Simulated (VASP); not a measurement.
Level of theory: LDA (Ceperley-Alder, Perdew-Zunger), VASP's LDA PAW potentials (set 64) (plane waves; VASP 6.6.1).

The input files of a VASP run:

### POSCAR
```
GaN
1.0
  3.1895680000   0.0000000000   0.0000000000
 -1.5947840000   2.7622460000   0.0000000000
  0.0000000000   0.0000000000   5.1933980000
Ga N
2 2
direct
  0.6666670000   0.3333330000   0.4990800000
  0.3333330000   0.6666670000   0.9990800000
  0.6666670000   0.3333330000   0.8759200000
  0.3333330000   0.6666670000   0.3759200000
```

**INCAR**
```
# general
SYSTEM   =  GaN
PREC     =  Accurate
ENCUT    =  400
LREAL    =  F   # projection in real space or not
LASPH    =  T

# electronic loop
EDIFF    =  1E-6   # SCF stop (eV)
NELM     =  100   # most electronic steps
ALGO     =  Normal   # blocked Davidson
LMAXMIX  =  4   # l cut-off of mixed one-centre charges

# smearing
ISMEAR   =  0
SIGMA    =  0.01   # width (eV)

# ions
IBRION   =  2   # conjugate gradients
NSW      =  50   # most ionic steps
ISIF     =  3   # ions, shape and volume
EDIFFG   =  -0.01   # ionic stop

# output
LWAVE    =  F
LCHARG   =  F
```

KPOINTS:
```
Automatic mesh
0
Gamma
4 4 4
0.5 0.5 0.5
```

POTCAR, in this order: Ga_d N (LDA.64 set). Program: vasp_std.

Question: What will the output report for the number of irreducible k-points (NKPTS), largest plane-wave count, number of space-group operations, FFT grid (NGX, NGY, NGZ)?

Answer: 
```json
{
  "number of irreducible k-points (NKPTS)": "12",
  "largest_plane_wave_count": "840",
  "number_of_space_group_operations": "12",
  "FFT grid (NGX, NGY, NGZ)": "24 × 24 × 36"
}
```

The structure comes from a computed database's GaN entry; how it stands against other phases isn't given here. This run relaxes it. Symmetry was kept, so distortions that lower it aren't found. The k-mesh is coarse (spacing up to 0.58 per Å, 2π included), so the numbers may not be converged in it. The run is one of a series of settings (EDIFFG = -0.01, GGA removed, IBRION = 2, ISIF = 3, NSW = 50, KPOINTS 4×4×4 Γ-centred mesh shifted by (0.5, 0.5, 0.5), POTCAR Ga_d N (LDA.64 set) against the base run), some of them coarse on purpose.
